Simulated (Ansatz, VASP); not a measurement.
# TaZn2 (TaZn2 (P6_3/mmc)): VASP beside Ansatz, part 2 of 3

Aim: how closely do two programs agree when they are given the same cell, functional and k mesh? The cell is taken from a series of runs on this material, whose earlier steps may have relaxed, scaled, displaced or heated it; both programs get it as it stands.

VASP 6.6.1 and Ansatz 0.2.0.

So far: Starting point; VASP: relaxation of cell and atoms, PBEsol.

## Step 2: VASP: relaxation of cell and atoms, PBEsol (continued)

Level of this step: PBEsol; plane waves and PAW (Ta_pv, Zn) (VASP).

Parts of OUTCAR (step 2):

```text
ion  position               nearest neighbor table
   1  0.000  0.000  0.091-  17 2.90  18 2.90  17 2.90  18 2.90  15 2.90  15 2.90   9 2.92  11 2.92
                            12 2.92  21 2.94  21 2.94  21 2.94   3 2.96   7 3.07   7 3.07   7 3.07
   2  0.000  0.000  0.591-  19 2.90  20 2.90  20 2.90  19 2.90  16 2.90  16 2.90  10 2.92  13 2.92
                            14 2.92  22 2.94  22 2.94  22 2.94   4 2.96   8 3.07   8 3.07   8 3.07
   3  0.000  0.000  0.909-  17 2.90  18 2.90  17 2.90  18 2.90  15 2.90  15 2.90  10 2.92  13 2.92
                            14 2.92  23 2.94  23 2.94  23 2.94   1 2.96   5 3.07   5 3.07   5 3.07
   4  0.000  0.000  0.409-  19 2.90  20 2.90  20 2.90  19 2.90  16 2.90  16 2.90   9 2.92  11 2.92
                            12 2.92  24 2.94  24 2.94  24 2.94   2 2.96   6 3.07   6 3.07   6 3.07
   5  0.333  0.667  0.844-  15 2.91  17 2.91  18 2.91  13 2.92  14 2.92  14 2.92  13 2.92  10 2.92
                            10 2.92  23 2.93  23 2.93  23 2.93   8 3.03   3 3.07   3 3.07   3 3.07
   6  0.667  0.333  0.344-  16 2.91  20 2.91  19 2.91  12 2.92  11 2.92  11 2.92  12 2.92   9 2.92
                             9 2.92  24 2.93  24 2.93  24 2.93   7 3.03   4 3.07   4 3.07   4 3.07
   7  0.667  0.333  0.156-  15 2.91  17 2.91  18 2.91  12 2.92  11 2.92  11 2.92  12 2.92   9 2.92
                             9 2.92  21 2.93  21 2.93  21 2.93   6 3.03   1 3.07   1 3.07   1 3.07
   8  0.333  0.667  0.656-  16 2.91  20 2.91  19 2.91  13 2.92  14 2.92  14 2.92  13 2.92  10 2.92
                            10 2.92  22 2.93  22 2.93  22 2.93   5 3.03   2 3.07   2 3.07   2 3.07
   9  0.161  0.322  0.250-  11 2.41  12 2.41  21 2.49  24 2.49  11 2.59  12 2.59   1 2.92   4 2.92
                             6 2.92   7 2.92   7 2.92   6 2.92
  10  0.839  0.678  0.750-  13 2.41  14 2.41  22 2.49  23 2.49  13 2.59  14 2.59   2 2.92   3 2.92
                             5 2.92   8 2.92   8 2.92   5 2.92
  11  0.678  0.839  0.250-   9 2.41  12 2.41  21 2.49  24 2.49   9 2.59  12 2.59   1 2.92   4 2.92
                             6 2.92   7 2.92   6 2.92   7 2.92
  12  0.161  0.839  0.250-   9 2.41  11 2.41  21 2.49  24 2.49   9 2.59  11 2.59   4 2.92   1 2.92
                             7 2.92   6 2.92   6 2.92   7 2.92
  13  0.839  0.161  0.750-  10 2.41  14 2.41  22 2.49  23 2.49  10 2.59  14 2.59   3 2.92   2 2.92
                             5 2.92   8 2.92   8 2.92   5 2.92
  14  0.322  0.161  0.750-  10 2.41  13 2.41  22 2.49  23 2.49  10 2.59  13 2.59   2 2.92   3 2.92
                             5 2.92   8 2.92   5 2.92   8 2.92
  15  0.500  0.000  0.000-  17 2.50  18 2.50  18 2.50  17 2.50  21 2.51  23 2.51   1 2.90   1 2.90
                             3 2.90   3 2.90   5 2.91   7 2.91
  16  0.500  0.000  0.500-  19 2.50  20 2.50  19 2.50  20 2.50  22 2.51  24 2.51   2 2.90   2 2.90
                             4 2.90   4 2.90   6 2.91   8 2.91
  17  0.000  0.500  0.000-  15 2.50  15 2.50  18 2.50  18 2.50  21 2.51  23 2.51   1 2.90   3 2.90
                             1 2.90   3 2.90   5 2.91   7 2.91
  18  0.500  0.500  0.000-  15 2.50  15 2.50  17 2.50  17 2.50  21 2.51  23 2.51   1 2.90   3 2.90
                             1 2.90   3 2.90   5 2.91   7 2.91
  19  0.500  0.500  0.500-  16 2.50  16 2.50  20 2.50  20 2.50  22 2.51  24 2.51   2 2.90   4 2.90
                             2 2.90   4 2.90   6 2.91   8 2.91
  20  0.000  0.500  0.500-  16 2.50  16 2.50  19 2.50  19 2.50  22 2.51  24 2.51   2 2.90   4 2.90
                             2 2.90   4 2.90   6 2.91   8 2.91
  21  0.333  0.667  0.127-   9 2.49  12 2.49  11 2.49  15 2.51  17 2.51  18 2.51   7 2.93   7 2.93
                             7 2.93   1 2.94   1 2.94   1 2.94
  22  0.667  0.333  0.627-  10 2.49  13 2.49  14 2.49  16 2.51  20 2.51  19 2.51   8 2.93   8 2.93
                             8 2.93   2 2.94   2 2.94   2 2.94
  23  0.667  0.333  0.873-  10 2.49  13 2.49  14 2.49  15 2.51  17 2.51  18 2.51   5 2.93   5 2.93
                             5 2.93   3 2.94   3 2.94   3 2.94
  24  0.333  0.667  0.373-   9 2.49  12 2.49  11 2.49  16 2.51  20 2.51  19 2.51   6 2.93   6 2.93
                             6 2.93   4 2.94   4 2.94   4 2.94

  LATTYP: Found a hexagonal cell.
 ALAT       =     5.0004220000
 C/A-ratio  =     3.2376243445

 Subroutine GETGRP returns: Found 24 space group operations
 (whereof 12 operations were pure point group operations)

The static configuration has the point symmetry D_3d.
 The point group associated with its full space group is D_6h.

 Found     24 irreducible k-points:

   k-points           NKPTS =     24   k-points in BZ     NKDIM =     24   number of bands    NBANDS=    173

   dimension x,y,z NGX =    36 NGY =   36 NGZ =  120
   dimension x,y,z NGXF=    72 NGYF=   72 NGZF=  240

   ENCUT  =  500.0 eV  36.75 Ry    6.06 a.u.   9.12  9.12 29.52*2*pi/ulx,y,z

   NELECT =     280.0000    total number of electrons

 k-points in reciprocal lattice and weights: Automatic mesh
   0.00000000  0.00000000  0.00000000       0.004
   0.11111111  0.00000000  0.00000000       0.025
   0.22222222  0.00000000  0.00000000       0.025
   0.33333333  0.00000000  0.00000000       0.025
   0.44444444  0.00000000  0.00000000       0.025
   0.11111111  0.11111111  0.00000000       0.025
   0.22222222  0.11111111  0.00000000       0.049
   0.33333333  0.11111111  0.00000000       0.049
   0.44444444  0.11111111  0.00000000       0.025
[...]
0.33333333  0.22222222  0.33333333       0.099
   0.33333333  0.33333333  0.33333333       0.016

 average (electrostatic) potential at core
       1 -37.7059       2 -37.7059       3 -37.7059       4 -37.7059       5 -37.7485
       6 -37.7485       7 -37.7485       8 -37.7485       9 -34.9404      10 -34.9404
      11 -34.9404      12 -34.9404      13 -34.9404      14 -34.9404      15 -34.9417
      16 -34.9417      17 -34.9417      18 -34.9417      19 -34.9417      20 -34.9417
      21 -34.9296      22 -34.9296      23 -34.9296      24 -34.9296

 E-fermi :   4.3411

 k-point     1 :       0.0000    0.0000    0.0000
  band No.  band energies     occupation
    ...
    138       3.5899      2.00000
    139       3.6481      2.00000
    140       3.6481      2.00000
    141       3.8117      1.99995
    142       3.8117      1.99995
    143       4.5425      0.03500
    144       4.6501      0.00413
    145       7.0549      0.00000
    146       7.0549      0.00000
    147       7.4874      0.00000
    ...

 k-point     2 :       0.1111    0.0000    0.0000
  band No.  band energies     occupation
    ...
    138       3.6743      2.00000
    139       3.7299      1.99999
    140       3.8176      1.99994
    141       3.8432      1.99991
    142       4.0390      1.99525
    143       4.7000      0.00152
    144       4.7139      0.00116
    145       6.5326      0.00000
    146       6.8615      0.00000
    147       7.3571      0.00000
    ...

 k-point     3 :       0.2222    0.0000    0.0000
  band No.  band energies     occupation
    ...
    138       3.8570      1.99988
    139       3.9294      1.99947
    140       4.2551      1.69637
    141       4.3553      0.85933
    142       4.3732      0.68936
    143       4.9055      0.00003
    144       5.0477      0.00000
    145       5.8010      0.00000
    146       6.3818      0.00000
    147       7.1022      0.00000
    ...

  Total       -0.0442632     -0.0442632     -0.0202757      0.0000000      0.0000000      0.0000000
  in kB       -0.2055005     -0.2055005     -0.0941336      0.0000000      0.0000000      0.0000000
  external PRESSURE =      -0.1683782 kB  Pullay stress =       0.0000000 kB

  energy-cutoff  :      500.00
  volume of cell :      345.10
      direct lattice vectors                 reciprocal lattice vectors
     4.975823135 -0.000000000 -0.000000000     0.200971773  0.116031120 -0.000000000
    -2.487911568  4.309188765  0.000000000    -0.000000000  0.232062241 -0.000000000
     0.000000000  0.000000000 16.094607067     0.000000000  0.000000000  0.062132613

 POSITION                                       TOTAL-FORCE (eV/Angst)
 -----------------------------------------------------------------------------------
      4.97582      0.00000      1.46927        -0.000000     -0.000000     -0.001788
      0.00000      0.00000      9.51657        -0.000000     -0.000000     -0.001788
     -2.48791      4.30919     14.62534        -0.000000      0.000000      0.001788
      0.00000      0.00000      6.57804        -0.000000      0.000000      0.001788
     -0.00000      2.87279     13.57618        -0.000000     -0.000000     -0.000998
      2.48791      1.43640      5.52887        -0.000000     -0.000000     -0.000998
      2.48791      1.43640      2.51843        -0.000000      0.000000      0.000998
     -0.00000      2.87279     10.56573        -0.000000      0.000000      0.000998
      0.00000      1.38528      4.02365        -0.000000     -0.000901      0.000000
      2.48791      2.92391     12.07096        -0.000000      0.000901      0.000000
      1.28822      3.61655      4.02365         0.000781      0.000451      0.000000
     -1.28822      3.61655      4.02365        -0.000781      0.000451      0.000000
      3.77613      0.69264     12.07096         0.000781     -0.000451      0.000000
      1.19969      0.69264     12.07096        -0.000781     -0.000451      0.000000
      0.00000      4.30919      0.00000        -0.000000      0.000000      0.000000
      2.48791      0.00000      8.04730        -0.000000     -0.000000      0.000000
      3.73187      2.15459     -0.00000        -0.000000     -0.000000      0.000000
      1.24396      2.15459     -0.00000        -0.000000     -0.000000      0.000000
      1.24396      2.15459      8.04730        -0.000000     -0.000000      0.000000
     -1.24396      2.15459      8.04730        -0.000000      0.000000      0.000000
     -0.00000      2.87279      2.04138        -0.000000     -0.000000     -0.000427
      2.48791      1.43640     10.08868        -0.000000      0.000000     -0.000427
      2.48791      1.43640     14.05323        -0.000000      0.000000      0.000427
     -0.00000      2.87279      6.00592        -0.000000     -0.000000      0.000427
 -----------------------------------------------------------------------------------
    total drift:                                0.000000     -0.000000      0.000000

  FREE ENERGIE OF THE ION-ELECTRON SYSTEM (eV)
  ---------------------------------------------------
  free  energy   TOTEN  =      -128.6960700238 eV

  energy  without entropy=     -128.6194871228  energy(sigma->0) =     -128.65777857

 reached required accuracy - stopping structural energy minimisation

 total charge
# of ion       s       p       d       tot
------------------------------------------
    1        0.298   6.155   2.300   8.753
    2        0.298   6.155   2.300   8.753
    3        0.298   6.155   2.300   8.753
    4        0.298   6.155   2.300   8.753
    5        0.293   6.151   2.294   8.739
    6        0.293   6.151   2.294   8.739
    7        0.293   6.151   2.294   8.739
    8        0.293   6.151   2.294   8.739
    9        0.631   0.679   9.721  11.031
   10        0.631   0.679   9.721  11.031
   11        0.631   0.679   9.721  11.031
   12        0.631   0.679   9.721  11.031
   13        0.631   0.679   9.721  11.031
   14        0.631   0.679   9.721  11.031
   15        0.632   0.675   9.719  11.027
   16        0.632   0.675   9.719  11.027
   17        0.632   0.675   9.719  11.027
   18        0.632   0.675   9.719  11.027
   19        0.632   0.675   9.719  11.027
   20        0.632   0.675   9.719  11.027
   21        0.624   0.669   9.720  11.013
   22        0.624   0.669   9.720  11.013
   23        0.624   0.669   9.720  11.013
   24        0.624   0.669   9.720  11.013
--------------------------------------------------
tot         12.439  60.020 173.902 246.361

[... 3 further parts left out ...]
```

CONTCAR:

```
TaZn2
   1.00000000000000
     4.9758231351011908   -0.0000000000000000   -0.0000000000000000
    -2.4879115675505954    4.3091887652082148    0.0000000000000000
     0.0000000000000000    0.0000000000000000   16.0946070667679493
  Ta              Zn
     8    16
Direct
     1.0000000000000000    0.0000000000000000    0.0912894711975513
     0.0000000000000000    0.0000000000000000    0.5912894711975513
     0.0000000000000000    1.0000000000000000    0.9087105288024487
     0.0000000000000000    0.0000000000000000    0.4087105288024487
     0.3333333332999970    0.6666666667000030    0.8435234149408207
     0.6666666667000030    0.3333333332999970    0.3435234149408206
     0.6666666667000030    0.3333333332999970    0.1564765850591794
     0.3333333332999970    0.6666666667000030    0.6564765850591793
     0.1607359129736682    0.3214718259473365    0.2500000000000000
     0.8392640870263317    0.6785281740526635    0.7500000000000000
     0.6785281740525033    0.8392640870263317    0.2500000000000000
     0.1607359129738287    0.8392640870263317    0.2500000000000000
     0.8392640870261712    0.1607359129736682    0.7500000000000000
     0.3214718259474970    0.1607359129736682    0.7500000000000000
     0.5000000000000000    1.0000000000000000    0.0000000000000000
     0.5000000000000000    0.0000000000000000    0.5000000000000000
     1.0000000000000000    0.5000000000000000    0.0000000000000000
     0.5000000000000000    0.5000000000000000    0.0000000000000000
     0.5000000000000000    0.5000000000000000    0.5000000000000000
     0.0000000000000000    0.5000000000000000    0.5000000000000000
     0.3333333332999970    0.6666666667000030    0.1268362237135926
     0.6666666667000030    0.3333333332999970    0.6268362237135927
     0.6666666667000030    0.3333333332999970    0.8731637762864073
     0.3333333332999970    0.6666666667000030    0.3731637762864073
```

The run keeps the 24 symmetry operations of its start, so it cannot find a distortion of lower symmetry.

(Part 2 of 3 ends here.)

[Lines on the potential files, build, host, timing and source positions are cut from VASP's logs without a mark.]

[Logs are printed without paths, hosts, clocks, repeated set-up lines and the standing remarks that a program may print on its own settings, such as how far it seeks lower states.]

[Hosts, paths, dates, database ids (printed as entryN), source tags and the programs' standing remarks are cut or masked in the printed files.]
